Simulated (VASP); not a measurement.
Data:

```xyz
3
Lattice="1.9431 -3.3655 0.0000 1.9431 3.3655 0.0000 0.0000 0.0000 6.2628" Properties=species:S:1:pos:R:3 pbc="T T T"
Sn     0.0000     0.0000     0.0000
Se     1.9431     1.1219     1.5657
Se     1.9431    -1.1219     4.6971
```

Computed with PBE GGA, VASP's PBE PAW potentials (set 64) (plane waves; VASP). Run with 400 eV cut-off, 3×3×2 Γ-centred mesh, Gaussian smearing of 0.050 eV, potentials Sn_d Se.

### Question
Which forces act on the atoms, in eV/Å?

### Answer

```tsv
atom	Fx	Fy	Fz
Sn1	0.000	0.000	0.000
Se2	0.000	0.000	0.097
Se3	0.000	0.000	-0.097
```

### Question
Give the stress tensor in GPa (positive for a compressed cell).

### Answer

```
2.90  0.00  0.00
0.00  2.90  0.00
0.00  0.00  0.69
```
The pressure is its mean diagonal, 2.16 GPa.

The compound is SnSe2 in the 1T layered structure. The cell was not relaxed at this level. The k-mesh is coarse (spacing up to 0.62 per Å, 2π included), so the numbers may not be converged in it. The run is one of a series of settings (KPOINTS 3×3×2 Γ-centred mesh against the base run), some of them coarse on purpose.
